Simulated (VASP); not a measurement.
## CaHf with PBEsol: from relaxation to properties

What structure does CaHf take at this level, and what are its properties? The steps: rough relaxation of the start cell, full relaxation (PBEsol), density, ELF and potential (PBEsol), band structure (PBEsol) and total and projected DOS (PBEsol). The cell is invented: it takes the structure of a Materials Project entry for MgSn (space group 187 there), with all of its atoms replaced by other elements, volume scaled by an estimate. It may not be a known or stable phase.

Main program and level: VASP 6.6.1; PBEsol; plane waves and PAW (Hf_pv, Ca_sv); invented cell.

## 1. Set-up

Before any relaxation, the start is as follows. It takes space group P-6m2 (No. 187, hexagonal). The conventional cell has a = 3.776 Å, b = 3.776 Å, c = 5.033 Å, α = 90.00°, β = 90.00°, γ = 120.00°. Nearest to Hf lie 6 Ca at 3.33 Å. Nearest to Ca lie 6 Hf at 3.33 Å. It derives from MgSn. it takes the structure of a Materials Project entry for MgSn (space group 187 there), with all of its atoms replaced by other elements, volume scaled by an estimate. Farther neighbours are not listed.

Structure file:

```cif
data_structure
_symmetry_space_group_name_H-M 'P-6m2'
_symmetry_Int_Tables_number 187
_cell_length_a 3.7763
_cell_length_b 3.7763
_cell_length_c 5.0327
_cell_angle_alpha 90.000
_cell_angle_beta 90.000
_cell_angle_gamma 120.000
_cell_volume 62.15
loop_
_atom_site_label
_atom_site_type_symbol
_atom_site_symmetry_multiplicity
_atom_site_Wyckoff_symbol
_atom_site_fract_x
_atom_site_fract_y
_atom_site_fract_z
_atom_site_occupancy
Hf1 Hf 1 f 0.66667 0.33333 0.50000 1
Ca1 Ca 1 a 0.00000 0.00000 0.00000 1
```

## 2. Rough relaxation of the start cell

The start is only an estimate, so a cheap relaxation brings it near a minimum before any careful run. PBEsol restores the gradient expansion of exchange and is tuned for the cells of solids.

File INCAR:

```
SYSTEM = CaHf
PREC = Normal
ENCUT = 400
EDIFF = 1E-05
NELM = 60
ISMEAR = 1
SIGMA = 0.2
LREAL = .FALSE.
ALGO = Fast
GGA = PS
NBANDS = 16
LORBIT = 11
LWAVE = .FALSE.
LCHARG = .FALSE.
IBRION = 2
NSW = 40
ISIF = 3
EDIFFG = -0.04
```

File POSCAR:

```
CaHf
1.0
    3.7763040000      0.0000000000      0.0000000000
   -1.8881520000      3.2703750000      0.0000000000
    0.0000000000      0.0000000000      5.0326500000
Hf Ca
1 1
Direct
    0.6666666700      0.3333333300      0.5000000000
    0.0000000000      0.0000000000      0.0000000000
```

File KPOINTS:

```
Automatic mesh
0
Gamma
5 5 3
0 0 0
```

PAW data sets: Hf_pv and Ca_sv (PBE family, release 64).

Started as:

```sh
$ mpirun -np 1 vasp_std
```

The log of the run:

```text
[banner, memory and clock lines left out]
running    1 mpi-ranks, on    1 nodes
 distrk:  each k-point on    1 cores,    1 groups
 distr:  one band on    1 cores,    1 groups

 POSCAR found type information on POSCAR HfCa
 POSCAR found :  2 types and       2 ions
|                                                                             |
|               ----> ADVICE to this user running VASP <----                  |
|                                                                             |
|     You enforced a specific xc type in the INCAR file but a different       |
|     [... a line on the potential file left out ...]
|     I HOPE YOU KNOW WHAT YOU ARE DOING!                                     |
|                                                                             |

 LDA part: xc-table for (Slater+PW92), standard interpolation
 POSCAR, INCAR and KPOINTS ok, starting setup
 FFT: planning ... GRIDC
 FFT: planning ... GRID_SOFT
 FFT: planning ... GRID
 WAVECAR not read
 entering main loop
       N       E                     dE             d eps       ncg     rms          rms(c)
DAV:   1     0.907416626159E+02    0.90742E+02   -0.93195E+03   320   0.960E+02
DAV:   2    -0.890153156179E+01   -0.99643E+02   -0.98332E+02   408   0.260E+02
DAV:   3    -0.121171719981E+02   -0.32156E+01   -0.31943E+01   568   0.366E+01
DAV:   4    -0.121736178944E+02   -0.56446E-01   -0.56401E-01   376   0.446E+00
DAV:   5    -0.121752571843E+02   -0.16393E-02   -0.16392E-02   504   0.610E-01    0.274E+01
RMM:   6    -0.109922291998E+02    0.11830E+01   -0.29355E+00   367   0.702E+00    0.195E+01
RMM:   7    -0.109599609251E+02    0.32268E-01   -0.16035E+00   379   0.542E+00    0.320E+00
RMM:   8    -0.109474011040E+02    0.12560E-01   -0.14273E-01   382   0.223E+00    0.129E+00
RMM:   9    -0.109428343550E+02    0.45667E-02   -0.44659E-02   381   0.121E+00    0.255E-01
RMM:  10    -0.109437649340E+02   -0.93058E-03   -0.18978E-02   400   0.608E-01    0.318E-01
RMM:  11    -0.109446503007E+02   -0.88537E-03   -0.91877E-03   426   0.331E-01    0.116E-01
RMM:  12    -0.109448843176E+02   -0.23402E-03   -0.30448E-03   413   0.193E-01    0.113E-01
RMM:  13    -0.109450071591E+02   -0.12284E-03   -0.20312E-03   397   0.210E-01    0.128E-01
RMM:  14    -0.109450022923E+02    0.48667E-05   -0.92726E-04   377   0.129E-01    0.329E-02
RMM:  15    -0.109450641234E+02   -0.61831E-04   -0.64701E-04   330   0.810E-02    0.196E-02
RMM:  16    -0.109450972490E+02   -0.33126E-04   -0.33607E-04   289   0.592E-02    0.185E-02
RMM:  17    -0.109451209077E+02   -0.23659E-04   -0.24149E-04   284   0.470E-02    0.183E-02
RMM:  18    -0.109451346705E+02   -0.13763E-04   -0.13553E-04   254   0.386E-02    0.206E-02
RMM:  19    -0.109451451530E+02   -0.10483E-04   -0.10844E-04   248   0.331E-02    0.132E-02
RMM:  20    -0.109451512102E+02   -0.60572E-05   -0.61870E-05   259   0.288E-02
   1 F= -.10945151E+02 E0= -.10946136E+02  d E =-.109452E+02
 curvature:   0.00 expect dE= 0.000E+00 dE for cont linesearch  0.000E+00
 trial: gam= 0.00000 g(F)=  0.742E-45 g(S)=  0.732E+00 ort = 0.000E+00 (trialstep = 0.100E+01)
 search vector abs. value=  0.732E+00
 bond charge predicted
       N       E                     dE             d eps       ncg     rms          rms(c)
DAV:   1    -0.154914874392E+02   -0.45463E+01   -0.14551E+02   320   0.104E+02    0.207E+01
RMM:   2    -0.123377206725E+02    0.31538E+01   -0.67789E+00   339   0.221E+01    0.585E+00
RMM:   3    -0.115158249471E+02    0.82190E+00   -0.22471E+00   332   0.115E+01    0.251E+00
RMM:   4    -0.114561591145E+02    0.59666E-01   -0.70435E-01   370   0.614E+00    0.167E+00
RMM:   5    -0.114725264463E+02   -0.16367E-01   -0.20229E-01   411   0.296E+00    0.420E-01
RMM:   6    -0.114814898025E+02   -0.89634E-02   -0.81705E-02   435   0.156E+00    0.439E-01
RMM:   7    -0.114845527270E+02   -0.30629E-02   -0.28406E-02   447   0.891E-01    0.570E-01
RMM:   8    -0.114875370309E+02   -0.29843E-02   -0.19534E-02   430   0.635E-01    0.609E-01
RMM:   9    -0.114883832316E+02   -0.84620E-03   -0.88253E-03   457   0.438E-01    0.655E-01
RMM:  10    -0.114891842103E+02   -0.80098E-03   -0.59187E-03   440   0.327E-01    0.758E-01
RMM:  11    -0.114895791140E+02   -0.39490E-03   -0.33920E-03   410   0.250E-01    0.808E-01
RMM:  12    -0.114897710151E+02   -0.19190E-03   -0.23549E-03   403   0.201E-01    0.793E-01
RMM:  13    -0.114902487236E+02   -0.47771E-03   -0.15496E-03   413   0.191E-01    0.939E-01
RMM:  14    -0.114902489297E+02   -0.20613E-06   -0.11018E-03   371   0.141E-01    0.904E-01
RMM:  15    -0.114901880551E+02    0.60875E-04   -0.69864E-04   345   0.120E-01    0.865E-01
RMM:  16    -0.114899032847E+02    0.28477E-03   -0.55189E-04   412   0.138E-01    0.739E-01
RMM:  17    -0.114893325983E+02    0.57069E-03   -0.86908E-04   462   0.231E-01    0.378E-01
RMM:  18    -0.114892502459E+02    0.82352E-04   -0.43209E-04   420   0.123E-01    0.221E-01
RMM:  19    -0.114892600264E+02   -0.97805E-05   -0.15444E-04   321   0.708E-02    0.193E-01
RMM:  20    -0.114892583376E+02    0.16888E-05   -0.10564E-04   312   0.551E-02    0.153E-01
RMM:  21    -0.114892491672E+02    0.91704E-05   -0.84458E-05   309   0.616E-02
   2 F= -.11489249E+02 E0= -.11490631E+02  d E =-.544098E+00
[...]
WARNING in EDDRMM: call to ZHEGV failed, returncode =   8  4      8
[... from here on, the cycles between the ionic steps are left out ...]
   3 F= -.11537671E+02 E0= -.11537052E+02  d E =-.592520E+00
   4 F= -.11539569E+02 E0= -.11538641E+02  d E =-.594418E+00
   5 F= -.11627432E+02 E0= -.11626594E+02  d E =-.878629E-01
   6 F= -.11633610E+02 E0= -.11630639E+02  d E =-.940407E-01
   7 F= -.11634218E+02 E0= -.11631715E+02  d E =-.946488E-01
   8 F= -.11634197E+02 E0= -.11631899E+02  d E =-.946284E-01
 curvature:  -1.03 expect dE=-0.118E-02 dE for cont linesearch -0.797E-05
 ZBRENT: accuracy reached
 trial: gam= 0.03765 g(F)=  0.433E-44 g(S)=  0.114E-02 ort = 0.105E-02 (trialstep = 0.115E+01)
 search vector abs. value=  0.142E-02
 bond charge predicted
       N       E                     dE             d eps       ncg     rms          rms(c)
DAV:   1    -0.116434454254E+02   -0.92556E-02   -0.33213E-01   336   0.505E+00    0.106E+00
RMM:   2    -0.116366447054E+02    0.68007E-02   -0.13642E-02   341   0.100E+00    0.328E-01
RMM:   3    -0.116350690179E+02    0.15757E-02   -0.31829E-03   351   0.440E-01    0.211E-01
RMM:   4    -0.116347188622E+02    0.35016E-03   -0.20125E-03   386   0.309E-01    0.198E-01
RMM:   5    -0.116347639208E+02   -0.45059E-04   -0.78253E-04   419   0.155E-01    0.418E-02
RMM:   6    -0.116347976821E+02   -0.33761E-04   -0.24680E-04   355   0.735E-02    0.318E-02
RMM:   7    -0.116348135222E+02   -0.15840E-04   -0.76671E-05   325   0.558E-02    0.135E-02
RMM:   8    -0.116348149765E+02   -0.14543E-05   -0.54876E-05   299   0.370E-02
   9 F= -.11634815E+02 E0= -.11632201E+02  d E =-.617669E-03
 trial-energy change:   -0.000618  1 .order   -0.000662   -0.001354    0.000031
 step:   1.1161(harm=  1.1219)  dis= 0.00000  next Energy=   -11.634815 (dE=-0.618E-03)
 reached required accuracy - stopping structural energy minimisation
```

The job ended after 18 s (1 MPI rank of Intel Xeon 6975P-C (Granite Rapids), shared host; peak memory 0.13 GiB).

Lines that name or quote the potential files are left out of all logs, and their timing lines are given in words.

OUTCAR, selected parts (step 2):

```text
ion  position               nearest neighbor table
   1  0.667  0.333  0.500-   2 3.33   2 3.33   2 3.33   2 3.33   2 3.33   2 3.33
   2  0.000  0.000  0.000-   1 3.33   1 3.33   1 3.33   1 3.33   1 3.33   1 3.33

  LATTYP: Found a hexagonal cell.
 ALAT       =     3.7763040000
 C/A-ratio  =     1.3326919655

 Subroutine GETGRP returns: Found 12 space group operations
 (whereof 12 operations were pure point group operations)

The static configuration has the point symmetry D_3h.

 Found     10 irreducible k-points:

   k-points           NKPTS =     10   k-points in BZ     NKDIM =     10   number of bands    NBANDS=     16

   dimension x,y,z NGX =    18 NGY =   18 NGZ =   28
   dimension x,y,z NGXF=    36 NGYF=   36 NGZF=   56

   ENCUT  =  400.0 eV  29.40 Ry    5.42 a.u.   6.16  6.16  8.21*2*pi/ulx,y,z

   NELECT =      20.0000    total number of electrons

 k-points in reciprocal lattice and weights: Automatic mesh
   0.00000000  0.00000000  0.00000000       0.013
   0.20000000  0.00000000  0.00000000       0.080
   0.40000000  0.00000000  0.00000000       0.080
   0.20000000  0.20000000  0.00000000       0.080
   0.40000000  0.20000000  0.00000000       0.080
   0.00000000  0.00000000  0.33333333       0.027
   0.20000000  0.00000000  0.33333333       0.160
   0.40000000  0.00000000  0.33333333       0.160
   0.20000000  0.20000000  0.33333333       0.160
   0.40000000  0.20000000  0.33333333       0.160

 average (electrostatic) potential at core
       1 -38.3935       2 -45.4695

 E-fermi :   3.7037

 k-point     1 :       0.0000    0.0000    0.0000
  band No.  band energies     occupation
    ...
      5     -17.8534      2.00000
      6     -17.6750      2.00000
      7     -17.6750      2.00000
      8      -2.0839      2.00000
      9       1.4891      2.00000
     10       3.8856     -0.02612
     11       5.4551     -0.00000
     12       5.4551     -0.00000
     13       5.5435     -0.00000
     14       7.1591     -0.00000
    ...

 k-point     2 :       0.2000    0.0000    0.0000
  band No.  band energies     occupation
    ...
      6     -17.8177      2.00000
      7     -17.7265      2.00000
      8      -1.0467      2.00000
      9       2.3890      2.00000
     10       3.3759      2.04255
     11       4.4050     -0.00001
     12       5.8393     -0.00000
     13       6.4593     -0.00000
     14       6.4626     -0.00000
     15       6.7249     -0.00000
    ...

 k-point     3 :       0.4000    0.0000    0.0000
  band No.  band energies     occupation
    ...
      6     -17.8084      2.00000
      7     -17.7592      2.00000
      8       1.0378      2.00000
      9       2.7446      2.00000
     10       2.8030      2.00000
     11       4.0564     -0.03175
     12       5.3269     -0.00000
     13       5.6717     -0.00000
     14       6.1050     -0.00000
     15       8.5568      0.00000
    ...

  Total        0.0078653      0.0078653      0.0193737     -0.0000000     -0.0000000      0.0000000
  in kB        0.2413157      0.2413157      0.5944066     -0.0000000     -0.0000000      0.0000000
  external PRESSURE =       0.3590127 kB  Pullay stress =       0.0000000 kB

  energy-cutoff  :      400.00
  volume of cell :       52.22
      direct lattice vectors                 reciprocal lattice vectors
     3.253684103 -0.000000000 -0.000000000     0.307343912  0.177445097 -0.000000000
    -1.626842051  2.817772974 -0.000000000    -0.000000000  0.354890195 -0.000000000
     0.000000000  0.000000000  5.695859286     0.000000000  0.000000000  0.175566135

 POSITION                                       TOTAL-FORCE (eV/Angst)
 -----------------------------------------------------------------------------------
      1.62684      0.93926      2.84793         0.000000     -0.000000     -0.000000
     -1.62684      2.81777     -0.00000        -0.000000      0.000000      0.000000
 -----------------------------------------------------------------------------------
    total drift:                               -0.000005      0.000003     -0.000000

  FREE ENERGIE OF THE ION-ELECTRON SYSTEM (eV)
  ---------------------------------------------------
  free  energy   TOTEN  =       -11.6348149765 eV

  energy  without entropy=      -11.6269743392  energy(sigma->0) =      -11.63220143

 reached required accuracy - stopping structural energy minimisation

 total charge
# of ion       s       p       d       tot
------------------------------------------
    1        0.393   6.250   1.482   8.125
    2        2.100   5.839   0.315   8.254
--------------------------------------------------
tot          2.493  12.089   1.797  16.379

[... 3 further parts left out ...]
```

The k-mesh is coarse for a metal. Harder data sets than Hf_pv exist (the GW ones), and pressures, volumes and forces can shift noticeably with them. This relaxation is a rough one on cheap settings, only to bring the start near its minimum. The PAW data sets were made with PBE, which is usual practice but a small mismatch for other functionals. After so large a change of volume the plane waves of the start cell no longer fit, so the final stress carries a basis-set error. The run keeps the 12 symmetry operations of its start, so it cannot find a distortion of lower symmetry.

Step by step:

```tsv
step	energy less that of the first step (eV)	largest force (eV/Å)	pressure (GPa)	volume (Å³)
1	0.0000	0.0000	-5.41	62.15
2	-0.5441	0.0000	-0.34	52.89
3	-0.5925	0.0000	2.29	50.22
4	-0.5944	0.0000	3.15	49.45
5	-0.6823	0.0000	0.55	51.82
6	-0.6885	0.0000	-0.59	52.90
7	-0.6891	0.0000	-0.43	52.68
8	-0.6890	0.0000	-0.33	52.59
9	-0.6897	0.0000	0.04	52.22
```

```tsv
cell as run	before	after	change
a (Å)	3.776	3.254	-13.8 %
b (Å)	3.776	3.254	-13.8 %
c (Å)	5.033	5.696	+13.2 %
volume (Å³/atom)	31.08	26.11	-16.0 %
```

The relaxed structure:

```xyz
2
Lattice="3.2537 0.0000 0.0000 -1.6268 2.8178 0.0000 0.0000 0.0000 5.6959" Properties=species:S:1:pos:R:3 pbc="T T T"
Hf    1.6268    0.9393    2.8479
Ca    0.0000    0.0000    0.0000
```

Numbers from this step:

```
electrons                       : 20
bands                           : 16
irreducible k-points            : 10
symmetry operations             : 12
free energy (TOTEN)             : -11.63 eV
energy at zero smearing         : -11.63 eV
Fermi energy                    : 3.704 eV
pressure                        : 0.03590 GPa
metallic                        : yes
SCF cycles over all ionic steps : 111
```

It ends with forces that vanish by symmetry and a pressure of 0.04 GPa.

(Continued in part 2 of 3.)

[Lines on the potential files, build, host, timing and source positions are cut from VASP's logs without a mark.]

[Logs are printed without paths, hosts, clocks, repeated set-up lines and the standing remarks that a program may print on its own settings, such as how far it seeks lower states.]

[Hosts, paths, dates, database ids (printed as entryN), source tags and the programs' standing remarks are cut or masked in the printed files.]

[A measured line is paired with the nearest computed mode of its activity, which favours agreement.]
